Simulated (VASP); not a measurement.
Calculation: r2SCAN meta-GGA, VASP's PBE PAW potentials (set 64) (plane waves; VASP).

Input for VASP

File KPOINTS:
```
kpoints
0
Gamma
  6 6 1
```

INCAR:
```
ALGO  =  Normal
DIPOL  =  0.5 0.5 0.5
EDIFF  =  1E-5
EDIFFG  =  -0.03
ENCUT  =  450
IBRION  =  2
IDIPOL  =  3
ISIF  =  2
ISMEAR  =  0
LASPH  =  .True.
LCHARG  =  .False.
LDIPOL  =  .True.
LMAXMIX  =  6
LMIXTAU  =  .True.
LREAL  =  .False.
LWAVE  =  .True.
METAGGA  =  R2SCAN
NELM  =  100
NELMIN  =  4
NSW  =  120
PREC  =  Normal
SIGMA  =  0.05
SYSTEM  =  CeO2(111) slab
```

POSCAR:
```
CeO2(111) slab
1
    3.8432751873     0.0000000000     0.0000000000
   -1.9216375937     3.3283737964    -0.0000000000
   -0.0000000000    -0.0000000000    24.4839648607
O Ce
6 3
Direct
  0.6666670000   0.3333330000   0.3405988571
  0.3333330000   0.6666670000   0.4670393115
  0.0000000000   0.0000000000   0.4042977370
  0.0000000000   0.0000000000   0.5957022630
  0.6666670000   0.3333330000   0.5329606885
  0.3333330000   0.6666670000   0.6594011429
  0.3333330000   0.6666670000   0.3719595730
  0.0000000000   0.0000000000   0.5000000000
  0.6666670000   0.3333330000   0.6280404270
```

POTCAR, in this order: O Ce (PBE.64 set). Program: vasp_std.

What VASP printed:

File OSZICAR:
```
...
       N       E                     dE             d eps       ncg     rms          rms(c)
DAV:   1    -0.160738604523E+03    0.53396E-02   -0.12932E+00   602   0.627E+00    0.233E-01
DAV:   2    -0.160738504351E+03    0.10017E-03   -0.60594E-02  1012   0.188E+00    0.360E-01
DAV:   3    -0.160740615133E+03   -0.21108E-02   -0.45963E-03  1121   0.393E-01    0.309E-01
DAV:   4    -0.160741164212E+03   -0.54908E-03   -0.13396E-03  1124   0.257E-01    0.256E-01
DAV:   5    -0.160744288619E+03   -0.31244E-02   -0.18867E-03   812   0.287E-01    0.153E-01
DAV:   6    -0.160744413165E+03   -0.12455E-03   -0.15377E-03  1004   0.232E-01    0.132E-01
DAV:   7    -0.160744585402E+03   -0.17224E-03   -0.47491E-04   860   0.141E-01    0.828E-02
DAV:   8    -0.160744544340E+03    0.41061E-04   -0.29956E-04   820   0.114E-01    0.401E-02
DAV:   9    -0.160744560010E+03   -0.15670E-04   -0.87274E-05   804   0.584E-02    0.262E-02
DAV:  10    -0.160744619339E+03   -0.59330E-04   -0.56207E-05   740   0.462E-02    0.272E-02
DAV:  11    -0.160744606135E+03    0.13204E-04   -0.25808E-05   537   0.383E-02    0.143E-02
DAV:  12    -0.160744420010E+03    0.18612E-03   -0.52795E-05   628   0.536E-02    0.357E-03
DAV:  13    -0.160744516719E+03   -0.96709E-04   -0.17161E-05   515   0.371E-02    0.526E-03
DAV:  14    -0.160744525666E+03   -0.89474E-05   -0.37882E-06   379   0.207E-02
   5 F= -.16074453E+03 E0= -.16074453E+03  d E =-.110668E-02
       N       E                     dE             d eps       ncg     rms          rms(c)
DAV:   1    -0.160718971672E+03    0.25545E-01   -0.51600E+00   602   0.125E+01    0.511E-01
DAV:   2    -0.160725722077E+03   -0.67504E-02   -0.24474E-01  1028   0.375E+00    0.711E-01
DAV:   3    -0.160731248547E+03   -0.55265E-02   -0.17774E-02  1131   0.731E-01    0.574E-01
DAV:   4    -0.160734361894E+03   -0.31133E-02   -0.62270E-03  1084   0.567E-01    0.492E-01
DAV:   5    -0.160742567818E+03   -0.82059E-02   -0.10543E-02   900   0.637E-01    0.259E-01
DAV:   6    -0.160743594864E+03   -0.10270E-02   -0.56036E-03   996   0.469E-01    0.201E-01
DAV:   7    -0.160743670614E+03   -0.75750E-04   -0.92944E-04   884   0.198E-01    0.126E-01
DAV:   8    -0.160743684655E+03   -0.14041E-04   -0.47675E-04   980   0.151E-01    0.784E-02
DAV:   9    -0.160743612883E+03    0.71772E-04   -0.85308E-05   756   0.695E-02    0.536E-02
DAV:  10    -0.160743113233E+03    0.49965E-03   -0.44976E-04   718   0.139E-01    0.105E-02
DAV:  11    -0.160743589700E+03   -0.47647E-03   -0.21144E-04   756   0.100E-01    0.143E-02
DAV:  12    -0.160743680201E+03   -0.90500E-04   -0.15657E-05   531   0.372E-02    0.128E-02
DAV:  13    -0.160743631417E+03    0.48784E-04   -0.88949E-06   458   0.280E-02    0.982E-03
DAV:  14    -0.160743678791E+03   -0.47374E-04   -0.70495E-06   434   0.212E-02    0.910E-03
DAV:  15    -0.160743703364E+03   -0.24574E-04   -0.29640E-05   554   0.374E-02    0.434E-03
DAV:  16    -0.160743703192E+03    0.17210E-06   -0.79081E-06   370   0.267E-02
   6 F= -.16074370E+03 E0= -.16074370E+03  d E =-.284206E-03
       N       E                     dE             d eps       ncg     rms          rms(c)
DAV:   1    -0.160732542506E+03    0.11161E-01   -0.26230E+00   602   0.892E+00    0.293E-01
DAV:   2    -0.160752614205E+03   -0.20072E-01   -0.12827E-01   956   0.269E+00    0.508E-01
DAV:   3    -0.160752165662E+03    0.44854E-03   -0.97451E-03  1134   0.543E-01    0.462E-01
DAV:   4    -0.160751660577E+03    0.50508E-03   -0.21458E-03  1092   0.310E-01    0.399E-01
DAV:   5    -0.160746413107E+03    0.52475E-02   -0.59988E-03   756   0.647E-01    0.326E-01
DAV:   6    -0.160743869868E+03    0.25432E-02   -0.12361E-02   841   0.663E-01    0.253E-01
DAV:   7    -0.160745003572E+03   -0.11337E-02   -0.17884E-03   892   0.304E-01    0.195E-01
DAV:   8    -0.160744978727E+03    0.24845E-04   -0.12588E-04   958   0.749E-02    0.191E-01
DAV:   9    -0.160745050800E+03   -0.72073E-04   -0.53363E-05   732   0.552E-02    0.181E-01
DAV:  10    -0.160745273962E+03   -0.22316E-03   -0.15298E-03   868   0.228E-01    0.876E-02
DAV:  11    -0.160744964463E+03    0.30950E-03   -0.40113E-04   908   0.135E-01    0.696E-02
DAV:  12    -0.160744753643E+03    0.21082E-03   -0.68301E-05   710   0.666E-02    0.536E-02
DAV:  13    -0.160744734006E+03    0.19637E-04   -0.27458E-04   772   0.123E-01    0.167E-02
DAV:  14    -0.160744813740E+03   -0.79734E-04   -0.81042E-05   772   0.645E-02    0.142E-02
DAV:  15    -0.160744720899E+03    0.92841E-04   -0.29017E-05   587   0.462E-02    0.143E-02
DAV:  16    -0.160744768233E+03   -0.47334E-04   -0.28437E-05   587   0.351E-02    0.156E-02
DAV:  17    -0.160744784044E+03   -0.15812E-04   -0.11443E-05   523   0.322E-02    0.161E-02
DAV:  18    -0.160744780209E+03    0.38354E-05   -0.49341E-06   361   0.242E-02
   7 F= -.16074478E+03 E0= -.16074478E+03  d E =-.136122E-02
       N       E                     dE             d eps       ncg     rms          rms(c)
DAV:   1    -0.160744545023E+03    0.23902E-03   -0.24456E-01   602   0.256E+00    0.735E-02
DAV:   2    -0.160743957048E+03    0.58798E-03   -0.81349E-03   916   0.669E-01    0.110E-01
DAV:   3    -0.160744510787E+03   -0.55374E-03   -0.62846E-04  1116   0.151E-01    0.104E-01
DAV:   4    -0.160744564927E+03   -0.54139E-04   -0.72738E-05   883   0.577E-02    0.101E-01
DAV:   5    -0.160744758413E+03   -0.19349E-03   -0.17603E-04   828   0.111E-01    0.469E-02
DAV:   6    -0.160745150368E+03   -0.39195E-03   -0.82541E-04   742   0.171E-01    0.422E-02
DAV:   7    -0.160745399255E+03   -0.24889E-03   -0.27656E-04   806   0.126E-01    0.489E-02
DAV:   8    -0.160745284644E+03    0.11461E-03   -0.16838E-05   547   0.342E-02    0.420E-02
DAV:   9    -0.160745303453E+03   -0.18809E-04   -0.64472E-06   402   0.245E-02    0.371E-02
DAV:  10    -0.160745137675E+03    0.16578E-03   -0.24442E-05   579   0.437E-02    0.419E-02
DAV:  11    -0.160745082258E+03    0.55417E-04   -0.23625E-05   571   0.443E-02    0.226E-02
DAV:  12    -0.160745016095E+03    0.66163E-04   -0.43171E-05   651   0.494E-02    0.175E-02
DAV:  13    -0.160744997179E+03    0.18916E-04   -0.11783E-05   423   0.344E-02    0.169E-02
DAV:  14    -0.160745009115E+03   -0.11936E-04   -0.36781E-06   319   0.210E-02    0.129E-02
DAV:  15    -0.160744996028E+03    0.13087E-04   -0.26833E-06   319   0.167E-02    0.119E-02
DAV:  16    -0.160745010616E+03   -0.14588E-04   -0.35441E-06   319   0.192E-02    0.700E-03
DAV:  17    -0.160745004524E+03    0.60918E-05   -0.34568E-06   343   0.182E-02
   8 F= -.16074500E+03 E0= -.16074500E+03  d E =-.224315E-03
       N       E                     dE             d eps       ncg     rms          rms(c)
DAV:   1    -0.160739976283E+03    0.50343E-02   -0.19937E+00   602   0.733E+00    0.227E-01
DAV:   2    -0.160737200878E+03    0.27754E-02   -0.63362E-02   924   0.188E+00    0.307E-01
DAV:   3    -0.160740855474E+03   -0.36546E-02   -0.47856E-03  1132   0.399E-01    0.289E-01
DAV:   4    -0.160740265538E+03    0.58994E-03   -0.92214E-04  1044   0.193E-01    0.279E-01
DAV:   5    -0.160741032723E+03   -0.76719E-03   -0.10409E-03   964   0.261E-01    0.160E-01
DAV:   6    -0.160745162777E+03   -0.41301E-02   -0.44796E-03   756   0.402E-01    0.108E-01
DAV:   7    -0.160746315539E+03   -0.11528E-02   -0.15926E-03   796   0.276E-01    0.112E-01
DAV:   8    -0.160745588113E+03    0.72743E-03   -0.64074E-04   710   0.193E-01    0.784E-02
DAV:   9    -0.160746218902E+03   -0.63079E-03   -0.46124E-04   804   0.152E-01    0.403E-02
DAV:  10    -0.160745900898E+03    0.31800E-03   -0.19489E-04   707   0.105E-01    0.259E-02
DAV:  11    -0.160745661272E+03    0.23963E-03   -0.22851E-05   525   0.419E-02    0.228E-02
DAV:  12    -0.160745761959E+03   -0.10069E-03   -0.51526E-05   651   0.486E-02    0.178E-02
DAV:  13    -0.160745729183E+03    0.32777E-04   -0.25392E-05   596   0.467E-02    0.115E-02
DAV:  14    -0.160745757632E+03   -0.28450E-04   -0.14778E-05   406   0.328E-02    0.990E-03
DAV:  15    -0.160745751435E+03    0.61978E-05   -0.59826E-06   327   0.235E-02
   9 F= -.16074575E+03 E0= -.16074575E+03  d E =-.971226E-03
```

OUTCAR:
```
------------------------ aborting loop because EDIFF is reached ----------------------------------------
  FORCE on cell =-STRESS in cart. coord.  units (eV):
  Direction    XX          YY          ZZ          XY          YZ          ZX
  --------------------------------------------------------------------------------------
  Total       -6.6521207     -6.6521201     -1.0573502      0.0000000     -0.0000000     -0.0000000
  in kB      -34.0294852    -34.0294821     -5.4089640      0.0000000     -0.0000000     -0.0000000
  external PRESSURE =     -24.4893104 kB  Pullay stress =       0.0000000 kB
  volume of cell :      313.20
      direct lattice vectors                 reciprocal lattice vectors
     3.843275187  0.000000000  0.000000000     0.260194743  0.150223512  0.000000000
    -1.921637594  3.328373796  0.000000000     0.000000000  0.300447023  0.000000000
     0.000000000  0.000000000 24.483964861     0.000000000  0.000000000  0.040843058
 POSITION                                       TOTAL-FORCE (eV/Angst)
 -----------------------------------------------------------------------------------
      1.92164      1.10946      8.36654         0.000000     -0.000000      0.010641
     -0.00000      2.21892     11.44502        -0.000000      0.000000     -0.017340
      0.00000      0.00000      9.91744         0.000000      0.000000     -0.008885
      0.00000      0.00000     14.56652         0.000000      0.000000      0.008885
      1.92164      1.10946     13.03894         0.000000      0.000000      0.017340
     -0.00000      2.21892     16.11743        -0.000000      0.000000     -0.010641
     -0.00000      2.21892      9.12643        -0.000000      0.000000     -0.011876
      0.00000      0.00000     12.24198         0.000000      0.000000      0.000000
      1.92164      1.10946     15.35753         0.000000     -0.000000      0.011876
 -----------------------------------------------------------------------------------
    total drift:                                0.000000      0.000000      0.000000
  FREE ENERGIE OF THE ION-ELECTRON SYSTEM (eV)
  ---------------------------------------------------
  free  energy   TOTEN  =      -160.7457514347 eV

  energy  without entropy=     -160.7457514347  energy(sigma->0) =     -160.74575143

 reached required accuracy - stopping structural energy minimisation
```
(Selected blocks of OUTCAR.)

CONTCAR:
```
CeO2(111) slab
   1.00000000000000
     3.8432751873000002    0.0000000000000000    0.0000000000000000
    -1.9216375937000001    3.3283737964000002    0.0000000000000000
     0.0000000000000000    0.0000000000000000   24.4839648606999987
  O               Ce
     6     3
Direct
     0.6666669999999968    0.3333330000000032    0.3417150316562111
     0.3333330000000032    0.6666669999999968    0.4674496333150077
     0.0000000000000000    0.0000000000000000    0.4050587131185185
     0.0000000000000000    0.0000000000000000    0.5949412868814816
     0.6666669999999968    0.3333330000000032    0.5325503666849922
     0.3333330000000032    0.6666669999999968    0.6582849683437888
     0.3333330000000032    0.6666669999999968    0.3727514764306295
     0.0000000000000000    0.0000000000000000    0.5000000000000000
     0.6666669999999968    0.3333330000000032    0.6272485235693704
```

File OUTCAR:
```
 val. band max:       -2.1313277581   @ k =   0.3333   0.0000   0.0000

 cond. band min:       0.0008296941   @ k =   0.0000   0.0000   0.0000


 Fermi energy:        -1.9030766016

 k-point     1 :       0.0000    0.0000    0.0000
  band No.  band energies     occupation
      1     -35.7601      2.00000
      2     -35.7003      2.00000
      3     -35.5936      2.00000
      4     -21.2930      2.00000
      5     -20.4302      2.00000
      6     -19.2064      2.00000
      7     -19.1311      2.00000
      8     -18.6921      2.00000
      9     -18.6003      2.00000
     10     -17.6020      2.00000
     11     -17.6020      2.00000
     12     -17.5075      2.00000
     13     -17.5075      2.00000
     14     -17.4253      2.00000
     15     -17.4253      2.00000
     16     -17.0443      2.00000
     17     -16.1840      2.00000
     18     -15.3266      2.00000
     19      -5.8737      2.00000
     20      -5.8736      2.00000
     21      -5.6120      2.00000
     22      -5.3538      2.00000
     23      -5.3536      2.00000
     24      -5.1101      2.00000
     25      -5.1099      2.00000
     26      -4.3715      2.00000
     27      -3.3294      2.00000
     28      -3.0055      2.00000
     29      -3.0036      2.00000
     30      -2.9917      2.00000
     31      -2.9915      2.00000
     32      -2.9170      2.00000
     33      -2.5625      2.00000
     34      -2.5623      2.00000
     35      -2.5227      2.00000
     36      -2.5225      2.00000
     37       0.0008      0.00000
     38       0.1838      0.00000
     39       0.1838      0.00000
     40       0.1925      0.00000
     41       0.2210      0.00000
     42       0.2211      0.00000
     43       0.3637      0.00000

 k-point     2 :       0.1667    0.0000    0.0000
  band No.  band energies     occupation
      1     -35.7175      2.00000
      2     -35.6661      2.00000
      3     -35.5679      2.00000
      4     -21.2308      2.00000
      5     -20.6498      2.00000
...
```

At this cut-off the stress carries a Pulay error, which pulls relaxed volumes low.

The cell is a thin slab with vacuum, built from CeO2 (fluorite): (111) face. The run is not spin-polarised, so no magnetic state was tried.
